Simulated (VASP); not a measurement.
Output of a VASP run:

**OSZICAR**
```
       N       E                     dE             d eps       ncg     rms          rms(c)
DAV:   1     0.155583340117E+03    0.15558E+03   -0.15098E+04  1092   0.421E+03
DAV:   2     0.836549616992E+01   -0.14722E+03   -0.14463E+03  1044   0.513E+02
DAV:   3    -0.995784449078E+01   -0.18323E+02   -0.18185E+02  1138   0.141E+02
DAV:   4    -0.104835182537E+02   -0.52567E+00   -0.52487E+00  1206   0.276E+01
DAV:   5    -0.104918599609E+02   -0.83417E-02   -0.83409E-02  1178   0.351E+00    0.391E+00
DAV:   6    -0.103318593199E+02    0.16000E+00   -0.61279E-02  1104   0.176E+00    0.225E+00
DAV:   7    -0.102532481792E+02    0.78611E-01   -0.12614E-01  1108   0.249E+00    0.155E-01
DAV:   8    -0.102539672832E+02   -0.71910E-03   -0.61122E-03  1126   0.800E-01    0.499E-02
DAV:   9    -0.102539555213E+02    0.11762E-04   -0.17198E-04  1176   0.114E-01    0.212E-02
DAV:  10    -0.102539528568E+02    0.26645E-05   -0.11228E-05  1184   0.490E-02    0.477E-03
DAV:  11    -0.102539523140E+02    0.54280E-06   -0.19598E-06   894   0.965E-03
   1 F= -.77583606E+01 E0= -.77583606E+01  d E =-.775836E+01
```

OUTCAR:
```
------------------------ aborting loop because EDIFF is reached ----------------------------------------
  FORCE on cell =-STRESS in cart. coord.  units (eV):
  Direction    XX          YY          ZZ          XY          YZ          ZX
  --------------------------------------------------------------------------------------
  Total        2.4803463      2.4803463      2.4803463      0.0000000      0.0000000     -0.0000000
  in kB       99.3891067     99.3891067     99.3891067      0.0000000      0.0000000     -0.0000000
  external PRESSURE =      -0.6108933 kB  Pullay stress =     100.0000000 kB
  volume of cell :       39.98
      direct lattice vectors                 reciprocal lattice vectors
     0.000000000  2.714051237  2.714051237    -0.184226441  0.184226441  0.184226441
     2.714051237  0.000000000  2.714051237     0.184226441 -0.184226441  0.184226441
     2.714051237  2.714051237  0.000000000     0.184226441  0.184226441 -0.184226441
 POSITION                                       TOTAL-FORCE (eV/Angst)
 -----------------------------------------------------------------------------------
      0.00000      0.00000      0.00000        -0.000000     -0.000000     -0.000000
      1.35703      1.35703      1.35703         0.000000      0.000000      0.000000
 -----------------------------------------------------------------------------------
    total drift:                                0.000000      0.000000      0.000000
  FREE ENERGIE OF THE ION-ELECTRON SYSTEM (eV)
  ---------------------------------------------------
  free  energy   TOTEN  =       -10.2539523140 eV

  energy  without entropy=      -10.2539522937  energy(sigma->0) =      -10.25395230
  enthalpy is  TOTEN    =        -7.7583605721 eV   P V=        2.4955917419

 reached required accuracy - stopping structural energy minimisation
```
(Selected blocks of OUTCAR.)

File POSCAR:
```
Ge
1
    0.0000000000     2.7140512370     2.7140512370
    2.7140512370     0.0000000000     2.7140512370
    2.7140512370     2.7140512370     0.0000000000
Ge
2
Direct
  0.0000000000   1.0000000000   0.0000000000
  0.2500000000   0.2500000000   0.2500000000
```

Q: Reconstruct the remaining input files.

A: This is not unique; one that fits is the input of the run itself, LDA (Ceperley-Alder, Perdew-Zunger), plane waves, VASP's LDA PAW potentials (set 64).

### INCAR
```
ALGO  =  Normal
EDIFF  =  1E-6
EDIFFG  =  -0.02
ENCUT  =  500
IBRION  =  2
ISIF  =  3
ISMEAR  =  0
LASPH  =  .True.
LCHARG  =  .False.
LMAXMIX  =  4
LREAL  =  .False.
LWAVE  =  .False.
NELM  =  100
NSW  =  40
PREC  =  Accurate
PSTRESS  =  100
SIGMA  =  0.05
SYSTEM  =  Ge
```

### KPOINTS
```
Regular mesh
0
Gamma
 8 8 8
0 0 0
```

POTCAR, in this order: Ge_d (LDA.64 set). Program: vasp_std.

The compound is Ge in the diamond structure. It was relaxed first under an external pressure of 10 GPa.
